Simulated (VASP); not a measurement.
Si3Bi2TeSe2:

```
CELL_PARAMETERS angstrom
-3.36724 3.36724 4.52919
3.36724 -3.36724 4.52919
3.36724 3.36724 -4.52919
ATOMIC_POSITIONS crystal
Si 0.30896 0.30896 0.00000
Si 0.69104 0.69104 0.00000
Si 0.00000 0.00000 0.00000
Bi 0.25000 0.75000 0.50000
Bi 0.75000 0.25000 0.50000
Te 0.50000 0.50000 0.00000
Se 0.99372 0.49372 0.50000
Se 0.50628 0.00628 0.50000
```

The cell was built by a generator and needn't be a form met in nature.

| Property | Result |
| --- | --- |
| Program | VASP 6.6.1 |
| Task | relaxation of cell and atoms |
| Functional | PBE |
| Potentials or basis | VASP PAW PBE potentials, release 64 (Si, Bi_d, Te, Se) |
| Cutoff | 520 eV |
| k mesh | 3 × 3 × 3 |
| Occupations | gaussian, width 0.15 eV |
| Spin | no spin polarisation |

At the start: pressure 50.5 GPa; volume 25.68 Å³/atom.

Where does the relaxation end?

Over 18 steps the energy falls by 3223.1 meV/atom and the volume is 24.76 Å³/atom (-3.6 %); space group I4/mmm (No. 139, to 0.05 Å).

The path:
```tsv
step	energy change (eV)	largest force (eV/Å)	pressure (GPa)	volume (Å³)
1	0.0000	35.6919	50.47	205.41
2	26.2307	2.0013	-6.49	443.19
3	-13.5180	0.9588	-9.92	395.08
4	-17.1935	0.6967	-9.52	372.99
5	-20.2453	0.5808	-8.43	324.12
6	-22.7258	1.2705	-6.20	264.93
7	-22.4102	1.6412	-0.21	235.22
8	-22.8230	1.5967	-4.91	256.20
9	-22.8371	1.6389	-4.55	254.05
10	-24.7442	0.8250	-4.77	227.98
11	-25.7093	0.0728	-1.99	205.57
12	-25.7627	0.2713	0.50	196.46
13	-25.7773	0.1619	-0.45	199.83
14	-25.7777	0.1950	-0.39	198.77
15	-25.7809	0.1353	0.37	196.64
16	-25.7812	0.1514	0.27	197.19
17	-25.7844	0.1049	0.12	197.65
18	-25.7851	0.0629	0.01	198.05
```

Final structure:
```yaml
crystal:
  lattice:
    - [-2.88417, 2.88417, 5.95224]
    - [2.88417, -2.88417, 5.95224]
    - [2.88417, 2.88417, -5.95224]
  atoms:
    - { symbol: Si, position: [0.21046, 0.21046, 0.00000] }
    - { symbol: Si, position: [0.78954, 0.78954, 0.00000] }
    - { symbol: Si, position: [0.00000, 0.00000, 0.00000] }
    - { symbol: Bi, position: [0.25000, 0.75000, 0.50000] }
    - { symbol: Bi, position: [0.75000, 0.25000, 0.50000] }
    - { symbol: Te, position: [0.50000, 0.50000, 0.00000] }
    - { symbol: Se, position: [0.00017, 0.50017, 0.50000] }
    - { symbol: Se, position: [0.49983, 0.99983, 0.50000] }
```

Caveat: the k mesh is coarse (spacing up to 0.44 Å⁻¹), so the values aren't converged; the relaxation stopped at a loose force limit of 0.08 eV/Å, so its end isn't a converged minimum.
